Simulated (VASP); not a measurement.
PbTe (rock salt): the lattice constant a from VASP (plane waves, PAW) at several levels of theory. Static lattice. The measured value holds thermal and zero-point effects that the static calculation lacks.

```tsv
level	lattice constant a (Å)	error against measurement
RPBE	6.654	+3.3 %
AM05	6.465	+0.4 %
PBE-D3(BJ)	6.468	+0.5 %
optB88-vdW	6.554	+1.8 %
rev-vdW-DF2	6.516	+1.2 %
revTPSS	6.504	+1.0 %
SCAN	6.495	+0.9 %
r2SCAN+rVV10	6.500	+1.0 %
```

Measured: 6.438 Å at 120 K (as given by Noda, Masumoto, Ohba, Saito, Toriumi, Iwata, Shibuya, Acta Cryst. C 43, 1443 (1987), by a structure database's card).

The cell of the RPBE run:

PbTe has the cubic space group Fm-3m (No. 225), the rock salt structure, Pearson symbol cF8. Cell: a = b = c = 6.654 Å, α = β = γ = 90.00°. Te on 4b sees 6 Pb at 3.327 Å (octahedral). Pb on 4a is surrounded by 6 Te at 3.327 Å (octahedral). (Neighbours: up to the widest gap in distance over summed covalent radii, below 1.35, at either atom; cation-cation and far metal-metal contacts left out.)
(The calculation used a cell of 2 atoms; values per cell refer to that cell.)

Only levels that ran to the end are used. Left out are those held back, those with too coarse a band path, GW runs whose mesh misses a band edge, hybrids' fits of cells that aren't cubic and levels without matching references; a question may draw on a part of the rest.

The compound is PbTe in the rock salt structure.
